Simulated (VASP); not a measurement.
**FeSi2: elastic constants with LDA**

The system is FeSi2.

```
CELL_PARAMETERS angstrom
2.67941 0.00000 0.00000
0.00000 2.67941 0.00000
0.00000 0.00000 5.10487
ATOMIC_POSITIONS crystal
Fe 0.00000 0.00000 0.00000
Si 0.50000 0.50000 0.72860
Si 0.50000 0.50000 0.27140
```

The cell is a database's computed one.

```yaml
Program: VASP 6.6.1
Task: elastic constants
Functional: LDA
Potentials_or_basis: VASP PAW LDA potentials, release 64 (Fe, Si)
Cutoff: 600 eV
k_mesh: 8 × 8 × 4
Occupations: gaussian, width 0.1 eV
Spin: collinear spin, ferromagnetic start
Starting_moments: "[3.0, 0.0, 0.0] μB"
Ions_in_elastic_constants: relaxed
Further_INCAR_settings: ALGO = Normal; EDIFF = 1e-08; IBRION = 6; POTIM = 0.015; NSW = 1; ISIF = 3
```

The relaxed volume is 11.97 Å³/atom. The relaxed cell is a = 2.660 Å, b = 2.660 Å, c = 5.075 Å, α = 90.00°, β = 90.00°, γ = 90.00°, the space group after relaxing (to 0.05 Å) is P4/mmm (No. 123) and the net moment is 0.00 μB per cell. The valence electrons inside the program's atomic spheres are Fe 7.94; Si 1.66 and the voigt bulk modulus is 209 GPa. The highest phonon frequency at Γ, LO-TO splitting left out is 568 cm⁻¹.

Step by step:
```csv
step,energy change (eV),largest force (eV/Å),pressure (GPa),volume (Å³)
1,0.0000,0.0715,-4.08,36.65
2,0.0083,0.2618,5.98,35.02
3,-0.0092,0.0618,-0.07,35.95
4,-0.0092,0.0646,0.00,35.94
5,-0.0094,0.0113,0.06,35.91
6,-0.0094,0.0058,0.06,35.91
7,-0.0094,0.0012,-0.06,35.92
8,-0.0094,0.0011,-0.02,35.92
```

Final structure:
```xyz
3
Lattice="2.6604 0.0000 0.0000 0.0000 2.6604 0.0000 0.0000 0.0000 5.0749" Properties=species:S:1:pos:R:3 pbc="T T T"
Fe    0.0000    2.6604    0.0000
Si    1.3302    1.3302    3.6966
Si    1.3302    1.3302    1.3783
```

Phonon frequencies in cm⁻¹ (negative: imaginary):
```csv
q point,frequencies
"(0.000, 0.000, 0.000)",0 0 0 230 230 296 296 369 568
```

Elastic tensor in Voigt notation (GPa, in the Cartesian axes of the cell as first typed):
```
384  87 107   0   0   0
 87 384 107   0   0   0
107 107 510   0   0   0
  0   0   0 120   0   0
  0   0   0   0 120   0
  0   0   0   0   0 125
```

Clamped-ion elastic tensor (GPa):
```
401 104 103   0   0   0
104 401 103   0   0   0
103 103 511   0   0   0
  0   0   0 165   0   0
  0   0   0   0 165   0
  0   0   0   0   0 125
```

It took 18 min on 1 thread of Intel(R) Xeon(R) Platinum 8259CL CPU @ 2.50GHz (Skylake/Cascade Lake) (shared host), peak memory 0.36 GiB.

Caveat: the starting moments collapsed, and a magnetic state may lie lower.
